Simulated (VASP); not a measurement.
Data:

```
PbSe
1.0
    0.00000     3.06721     3.06721
    3.06721     0.00000     3.06721
    3.06721     3.06721     0.00000
Pb Se
1 1
Direct
  0.00000   0.00000   0.00000
  0.50000   0.50000   0.50000
```

These are MS2 meta-GGA, VASP's PBE PAW potentials (set 64) (plane waves; VASP) values and carry that method's errors. Run with 520 eV cut-off, 8×8×8 Γ-centred mesh, tetrahedra with Blöchl corrections, potentials Pb_d Se.

Unless said otherwise, spin-orbit coupling is left out, though it shifts the bands of the heavy elements here.

Q: Predict the energy per atom (σ→0), band gap (over mesh and band path) with the smallest direct gap where there is one.

A: 
The band gap (over mesh and band path) is 0.39 eV and the smallest direct gap (over mesh and band path) is 0.39 eV. The energy per atom (σ→0) is 5.385 eV/atom.

Total energies compare only between runs with the same potentials, cut-off and functional.

The compound is PbSe in the rock salt structure. It was relaxed first.
